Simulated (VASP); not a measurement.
All values below come from RPBE GGA, VASP's PBE PAW potentials (set 64) (plane waves; VASP 6.6.1).

VASP input:

File POSCAR:
```
GdN
1.0
  0.0000000000   2.4576928082   2.4576928082
  2.4576928082   0.0000000000   2.4576928082
  2.4576928082   2.4576928082   0.0000000000
Gd N
1 1
Cartesian
  0.0000000000   0.0000000000   0.0000000000
  2.4576928082   2.4576928082   2.4576928082
```

**KPOINTS**
```
Automatic
0
gamma
9 9 9
0 0 0
```

### INCAR
```
! general
SYSTEM   =  GdN
PREC     =  Accurate
ENCUT    =  520
LREAL    =  .False.
LASPH    =  .True.

! electronic loop
EDIFF    =  1E-7
NELM     =  100
ALGO     =  Normal
LMAXMIX  =  6

! smearing
ISMEAR   =  0
SIGMA    =  0.05

! functional
GGA      =  RP

! ions
ISIF     =  2

! output
LWAVE    =  .False.
LCHARG   =  .False.
```

POTCAR, in this order: Gd_3 N (PBE.64 set). Program: vasp_std.

Output of the run:

**OSZICAR**
```
       N       E                     dE             d eps       ncg     rms          rms(c)
DAV:   1     0.475561546356E+02    0.47556E+02   -0.68303E+03   770   0.118E+03
DAV:   2    -0.144872926827E+02   -0.62043E+02   -0.57770E+02  1048   0.242E+02
DAV:   3    -0.175018560004E+02   -0.30146E+01   -0.29850E+01  1018   0.448E+01
DAV:   4    -0.175504628573E+02   -0.48607E-01   -0.48550E-01   973   0.495E+00
DAV:   5    -0.175510474134E+02   -0.58456E-03   -0.58403E-03  1034   0.486E-01    0.291E+01
DAV:   6    -0.154002275859E+02    0.21508E+01   -0.18217E+01   890   0.268E+01    0.261E+01
DAV:   7    -0.152508754158E+02    0.14935E+00   -0.12496E+00   877   0.771E+00    0.177E+01
DAV:   8    -0.152630994052E+02   -0.12224E-01   -0.11052E-01   877   0.352E+00    0.535E+00
DAV:   9    -0.152586165746E+02    0.44828E-02   -0.20939E-02   949   0.102E+00    0.563E-01
DAV:  10    -0.152588998282E+02   -0.28325E-03   -0.10548E-03   946   0.300E-01    0.204E-01
DAV:  11    -0.152589144640E+02   -0.14636E-04   -0.62898E-05  1039   0.781E-02    0.301E-02
DAV:  12    -0.152589159563E+02   -0.14923E-05   -0.51239E-06   970   0.232E-02    0.545E-03
DAV:  13    -0.152589158724E+02    0.83900E-07   -0.10206E-06  1095   0.752E-03    0.544E-03
DAV:  14    -0.152589160067E+02   -0.13422E-06   -0.16514E-07   623   0.335E-03    0.780E-04
DAV:  15    -0.152589159580E+02    0.48670E-07   -0.28404E-08   574   0.184E-03
   1 F= -.15258916E+02 E0= -.15258760E+02  d E =-.311871E-03
```

**OUTCAR**
```
------------------------ aborting loop because EDIFF is reached ----------------------------------------
  FORCE on cell =-STRESS in cart. coord.  units (eV):
  Direction    XX          YY          ZZ          XY          YZ          ZX
  --------------------------------------------------------------------------------------
  Total        1.8998862      1.8998862      1.8998862      0.0000000     -0.0000000      0.0000000
  in kB      102.5239605    102.5239605    102.5239605      0.0000000     -0.0000000      0.0000000
  external PRESSURE =     102.5239605 kB  Pullay stress =       0.0000000 kB
  volume of cell :       29.69
      direct lattice vectors                 reciprocal lattice vectors
     0.000000000  2.457692808  2.457692808    -0.203442838  0.203442838  0.203442838
     2.457692808  0.000000000  2.457692808     0.203442838 -0.203442838  0.203442838
     2.457692808  2.457692808  0.000000000     0.203442838  0.203442838 -0.203442838
 POSITION                                       TOTAL-FORCE (eV/Angst)
 -----------------------------------------------------------------------------------
      0.00000      0.00000      0.00000        -0.000000      0.000000     -0.000000
      2.45769      2.45769      2.45769         0.000000     -0.000000      0.000000
 -----------------------------------------------------------------------------------
    total drift:                                0.000000      0.000000      0.000000
  FREE ENERGIE OF THE ION-ELECTRON SYSTEM (eV)
  ---------------------------------------------------
  free  energy   TOTEN  =       -15.2589159580 eV

  energy  without entropy=      -15.2586040872  energy(sigma->0) =      -15.25876002
```
(Selected blocks of OUTCAR.)

The 4f electrons are frozen in the core of the lanthanide potential, so 4f levels, which can set the real gap, and their magnetism are missing.

The compound is GdN in the rock salt structure. This cell is one point of a volume scan, at 0.94 of the reference volume.
